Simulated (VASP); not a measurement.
All values below come from r2SCAN+rVV10, VASP's PBE PAW potentials (set 64) (plane waves; VASP).

A VASP calculation is set up with these files.

File KPOINTS:
```
K-points
0
gamma
  10 10 10
```

**INCAR**
```
ISIF = 2   ! forces and stress, cell fixed
NEDOS = 601   ! DOS grid
SYSTEM = ZnS
LUSE_VDW = .TRUE.
LMIXTAU = .TRUE.
CPARAM = 0.0093
ALGO = Normal   ! blocked Davidson
LORBIT = 11   ! lm-projected
ENCUT = 520   ! plane-wave cut-off (eV)
LASPH = .TRUE.
ISMEAR = -5   ! tetrahedra, Bloechl
LWAVE = .FALSE.
LCHARG = .FALSE.
LMAXMIX = 4   ! l cut-off of mixed one-centre charges
PREC = Accurate
LREAL = .FALSE.   ! projection in real space or not
METAGGA = R2SCAN
EDIFF = 1E-7   ! SCF stop (eV)
NELM = 100
BPARAM = 11.95
```

### POSCAR
```
ZnS
1
    0.0000000000     2.6840886228     2.6840886228
    2.6840886228    -0.0000000000     2.6840886228
    2.6840886228     2.6840886228     0.0000000000
Zn S
1 1
Direct
  0.0000000000   0.0000000000   0.0000000000
  0.2500000000   0.2500000000   0.2500000000
```

File KPOINTS_OPT:
```
k-points along high-symmetry lines
10
Line-mode
Reciprocal
  0.000000   0.000000   0.000000 ! GAMMA
 -0.500000  -0.500000   0.000000 ! X

 -0.500000  -0.500000   0.000000 ! X
 -0.375000  -0.375000   0.250000 ! U

 -0.375000   0.000000   0.375000 ! K
  0.000000   0.000000   0.000000 ! GAMMA

  0.000000   0.000000   0.000000 ! GAMMA
  0.000000   0.000000   0.500000 ! L

  0.000000   0.000000   0.500000 ! L
 -0.500000  -0.250000   0.250000 ! W

 -0.500000  -0.250000   0.250000 ! W
 -0.500000  -0.500000   0.000000 ! X
```

POTCAR, in this order: Zn S (PBE.64 set). Program: vasp_std.

What VASP printed:

### OSZICAR
```
       N       E                     dE             d eps       ncg     rms          rms(c)
DAV:   1     0.776083961981E+02    0.77608E+02   -0.93820E+03  1222   0.167E+03
DAV:   2    -0.149680881307E+02   -0.92576E+02   -0.88666E+02  1332   0.290E+02
DAV:   3    -0.213499947291E+02   -0.63819E+01   -0.63533E+01  1522   0.777E+01
DAV:   4    -0.214275714498E+02   -0.77577E-01   -0.77556E-01  1357   0.908E+00
DAV:   5    -0.214286561555E+02   -0.10847E-02   -0.10847E-02  1507   0.106E+00    0.762E+00
DAV:   6    -0.183455615649E+02    0.30831E+01   -0.20969E+00  1402   0.497E+01    0.687E+00
DAV:   7    -0.182807903257E+02    0.64771E-01   -0.66756E-01  1287   0.167E+01    0.362E+00
DAV:   8    -0.183402199132E+02   -0.59430E-01   -0.12305E-01  1222   0.507E+00    0.153E+00
DAV:   9    -0.183267713462E+02    0.13449E-01   -0.11980E-01  1222   0.399E+00    0.371E-01
DAV:  10    -0.183509167983E+02   -0.24145E-01   -0.44500E-02  1232   0.241E+00    0.146E-01
DAV:  11    -0.183595633719E+02   -0.86466E-02   -0.38518E-03  1297   0.864E-01    0.595E-02
DAV:  12    -0.183505418247E+02    0.90215E-02   -0.37283E-03  1232   0.885E-01    0.894E-02
DAV:  13    -0.183598027555E+02   -0.92609E-02   -0.21906E-03  1232   0.605E-01    0.170E-02
DAV:  14    -0.183599223068E+02   -0.11955E-03   -0.59315E-05  1377   0.894E-02    0.108E-02
DAV:  15    -0.183599225522E+02   -0.24542E-06   -0.15344E-06  1432   0.135E-02    0.963E-03
DAV:  16    -0.183599231890E+02   -0.63681E-06   -0.28796E-07  1326   0.131E-02    0.803E-03
DAV:  17    -0.183599288911E+02   -0.57021E-05   -0.37544E-06  1242   0.475E-02    0.628E-03
DAV:  18    -0.183599289201E+02   -0.29007E-07   -0.35114E-07  1252   0.101E-02
   1 F= -.18359929E+02 E0= -.18359929E+02  d E =0.000000E+00
       N       E                     dE             ncg
       N       E                     dE             ncg
```

File OUTCAR:
```
------------------------ aborting loop because EDIFF is reached ----------------------------------------
  FORCE on cell =-STRESS in cart. coord.  units (eV):
  Direction    XX          YY          ZZ          XY          YZ          ZX
  --------------------------------------------------------------------------------------
  Total        0.0300978      0.0300978      0.0300978     -0.0000000      0.0000000     -0.0000000
  in kB        1.2468792      1.2468792      1.2468792     -0.0000000      0.0000000     -0.0000000
  external PRESSURE =       1.2468792 kB  Pullay stress =       0.0000000 kB
  volume of cell :       38.67
      direct lattice vectors                 reciprocal lattice vectors
     0.000000000  2.684088623  2.684088623    -0.186282970  0.186282970  0.186282970
     2.684088623  0.000000000  2.684088623     0.186282970 -0.186282970  0.186282970
     2.684088623  2.684088623  0.000000000     0.186282970  0.186282970 -0.186282970
  FREE ENERGIE OF THE ION-ELECTRON SYSTEM (eV)
  ---------------------------------------------------
  free  energy   TOTEN  =       -18.3599289201 eV

  energy  without entropy=      -18.3599289201  energy(sigma->0) =      -18.35992892

 total charge

# of ion       s       p       d       tot
------------------------------------------
    1        0.506   0.492   9.818  10.816
    2        1.302   2.470   0.000   3.771
--------------------------------------------------
tot          1.808   2.961   9.818  14.587
```
(Selected blocks of OUTCAR.)

### OUTCAR
```
 val. band max:        2.0129658633   @ k =   0.0000   0.0000   0.0000

 cond. band min:       4.7299834373   @ k =   0.0000   0.0000   0.0000


 Fermi energy:         2.0339027456

 k-point     1 :       0.0000    0.0000    0.0000
  band No.  band energies     occupation
      1     -11.8178      2.00000
      2      -4.5618      2.00000
      3      -4.5618      2.00000
      4      -4.5618      2.00000
      5      -3.9886      2.00000
      6      -3.9886      2.00000
      7       2.0129      2.00000
      8       2.0130      2.00000
      9       2.0130      2.00000
     10       4.7300      0.00000
     11       8.8784      0.00000
     12       8.8786      0.00000
     13       8.8786      0.00000

 k-point     2 :       0.1000    0.0000    0.0000
  band No.  band energies     occupation
      1     -11.7375      2.00000
      2      -4.5621      2.00000
      3      -4.5466      2.00000
      4      -4.5466      2.00000
      5      -3.9899      2.00000
      6      -3.9899      2.00000
      7       1.2371      2.00000
      8       1.9100      2.00000
      9       1.9101      2.00000
     10       5.3170      0.00000
     11       8.7854      0.00000
     12       9.0605      0.00000
     13       9.0606      0.00000

 k-point     3 :       0.2000    0.0000    0.0000
  band No.  band energies     occupation
      1     -11.5155      2.00000
      2      -4.5442      2.00000
      3      -4.5088      2.00000
      4      -4.5087      2.00000
      5      -3.9900      2.00000
      6      -3.9899      2.00000
      7      -0.1739      2.00000
      8       1.6597      2.00000
      9       1.6597      2.00000
     10       5.9642      0.00000
     11       9.0471      0.00000
     12       9.4142      0.00000
     13       9.4144      0.00000

 k-point     4 :       0.3000    0.0000    0.0000
  band No.  band energies     occupation
      1     -11.2137      2.00000
      2      -4.4675      2.00000
      3      -4.4675      2.00000
...
```

The compound is ZnS in the zinc blende structure. It was relaxed first.
